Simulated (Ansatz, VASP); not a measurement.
Code comparison for ScGe2 (Cmcm, 6 atoms in the cell)

Self-consistent single point.

```yaml
crystal:
  lattice:
    - [1.92894, -7.54614, 0.00000]
    - [1.92894, 7.54614, 0.00000]
    - [0.00000, 0.00000, 3.79182]
  atoms:
    - { symbol: Sc, position: [0.89685, 0.10315, 0.75000] }
    - { symbol: Sc, position: [0.10315, 0.89685, 0.25000] }
    - { symbol: Ge, position: [0.55544, 0.44456, 0.75000] }
    - { symbol: Ge, position: [0.44456, 0.55544, 0.25000] }
    - { symbol: Ge, position: [0.25212, 0.74788, 0.75000] }
    - { symbol: Ge, position: [0.74788, 0.25212, 0.25000] }
```

Shared settings, as Ansatz (an electronic-structure program) writes them: kpoints.mp_grid.grid = 4 4 4; magnetization.spin_orbit = true; scf.occupations.method = gaussian; scf.occupations.width = 0.136 eV. Potentials and cutoffs stand in the table.

| code | model | pressure (GPa) | largest force (eV/Å) | cutoff |
|---|---|---|---|---|
| VASP | LDA (PZ), spin-orbit coupling, VASP's LDA PAW potentials (set 64) | -6.01 | 0.176 | 300 eV |
| Ansatz | LDA (PW92) with spin-orbit coupling, PAW files made with PBE | -4.88 | 0.167 | 420 eV |

Size of the force on each atom (eV/Å): Sizes of forces hide their directions.

| code | Sc1 | Sc2 | Ge3 | Ge4 | Ge5 | Ge6 |
|---|---|---|---|---|---|---|
| VASP | 0.011 | 0.011 | 0.176 | 0.176 | 0.048 | 0.048 |
| Ansatz | 0.012 | 0.012 | 0.167 | 0.167 | 0.051 | 0.051 |

The spread over the programs that give each value: pressure within 1.13 GPa; largest force within 0.009 eV/Å.

Ansatz's pressure is given at a fixed set of plane waves, as the other plane-wave codes print theirs; with its correction for the finite basis it is -4.85 GPa. The same LDA comes in different parametrisations, which differ slightly.

The shared mesh is coarse (it stands for a supercell whose shortest vector is 15 Å), so the values are not converged in it.

VASP's run is marked for a possible Pulay error in its stress at this cutoff; no cutoff test was made.

The starting cell comes from a database of computed structures (which also holds hypothetical and non-ambient phases and stackings), without a prior relaxation at this level.

Left out of this page: Elk (not drawn, or without a comparable value); FLEUR (with a known weakness of the program).

Keys are those of Ansatz 0.2.
